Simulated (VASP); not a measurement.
OSZICAR of a VASP run on SnO$_{2}$ (rutile):

### OSZICAR
```
       N       E                     dE             d eps       ncg     rms          rms(c)
DAV:   1     0.648007229866E+03    0.64801E+03   -0.26290E+04  2010   0.262E+03
DAV:   2     0.548526830425E+02   -0.59315E+03   -0.57311E+03  2084   0.687E+02
DAV:   3    -0.400321388458E+02   -0.94885E+02   -0.93799E+02  2140   0.228E+02
DAV:   4    -0.449658308106E+02   -0.49337E+01   -0.49063E+01  2184   0.574E+01
DAV:   5    -0.451247055901E+02   -0.15887E+00   -0.15881E+00  2332   0.105E+01    0.148E+01
DAV:   6    -0.396698608832E+02    0.54548E+01   -0.21579E+01  3007   0.693E+01    0.573E+00
DAV:   7    -0.397248127986E+02   -0.54952E-01   -0.17877E+00  2077   0.800E+00    0.321E+00
DAV:   8    -0.396840961495E+02    0.40717E-01   -0.27430E-01  2736   0.482E+00    0.722E-01
DAV:   9    -0.396699141774E+02    0.14182E-01   -0.73761E-02  2917   0.379E+00    0.136E-01
DAV:  10    -0.396703380096E+02   -0.42383E-03   -0.48933E-03  2773   0.664E-01    0.419E-02
DAV:  11    -0.396703798255E+02   -0.41816E-04   -0.20507E-04  2962   0.158E-01    0.197E-02
DAV:  12    -0.396703808528E+02   -0.10273E-05   -0.11408E-05  2613   0.320E-02    0.128E-02
DAV:  13    -0.396703781691E+02    0.26838E-05   -0.12221E-05  2878   0.433E-02    0.239E-03
DAV:  14    -0.396703782761E+02   -0.10707E-06   -0.10354E-06  2583   0.915E-03    0.130E-03
DAV:  15    -0.396703783734E+02   -0.97274E-07   -0.28176E-08  1434   0.136E-03
   1 F= -.39670378E+02 E0= -.39670378E+02  d E =0.000000E+00
```

Which electronic solver shows in the log?

It is blocked Davidson (ALGO = Normal, or the opening steps of other solvers). The INCAR had ALGO = Normal.

Can the final energy be trusted as converged?

Self-consistency was reached. It stopped with EDIFF = 1E-7, NELM = 100 (PBEsol GGA, plane waves, VASP's PBE PAW potentials (set 64)).

The compound is SnO2 in the rutile structure. It was relaxed first.
